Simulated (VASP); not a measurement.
Input:

```yaml
crystal:
  lattice:
    - [3.25000, 0.00000, 0.00000]
    - [0.00000, 3.25000, 0.00000]
    - [0.00000, 0.00000, 3.25000]
  atoms:
    - { symbol: In, position: [0.50000, 0.50000, 0.50000] }
    - { symbol: Pd, position: [0.00000, 0.00000, 0.00000] }
```

Level of theory: MS2 meta-GGA, VASP's PBE PAW potentials (set 64) (plane waves; VASP). Run with 520 eV cut-off, 13×13×13 Γ-centred mesh, tetrahedra with Blöchl corrections, potentials In_d Pd.

Q: Give the energies of bands 6 to 14 at the high-symmetry points, in eV from the Fermi level.

A: 
```json
[
 {"band": "6", "Γ": "-10.36", "X": "-6.73", "M": "-6.32", "R": "-5.10"},
 {"band": "7", "Γ": "-4.08", "X": "-6.30", "M": "-3.73", "R": "-5.10"},
 {"band": "8", "Γ": "-4.08", "X": "-4.07", "M": "-2.78", "R": "-5.10"},
 {"band": "9", "Γ": "-2.35", "X": "-3.39", "M": "-2.78", "R": "-1.83"},
 {"band": "10", "Γ": "-2.35", "X": "-3.39", "M": "-2.56", "R": "-1.83"},
 {"band": "11", "Γ": "-2.35", "X": "-2.43", "M": "-2.56", "R": "0.23"},
 {"band": "12", "Γ": "4.22", "X": "-1.25", "M": "-1.87", "R": "3.69"},
 {"band": "13", "Γ": "4.22", "X": "9.82", "M": "1.68", "R": "3.69"},
 {"band": "14", "Γ": "4.22", "X": "9.82", "M": "2.54", "R": "3.69"}
]
```

It has no gap at this level: it comes out as a metal or semimetal.

The compound is PdIn in the CsCl type structure. The cell was not relaxed at this level. The electron count is odd and the run is not spin-polarised, which forces a metal.
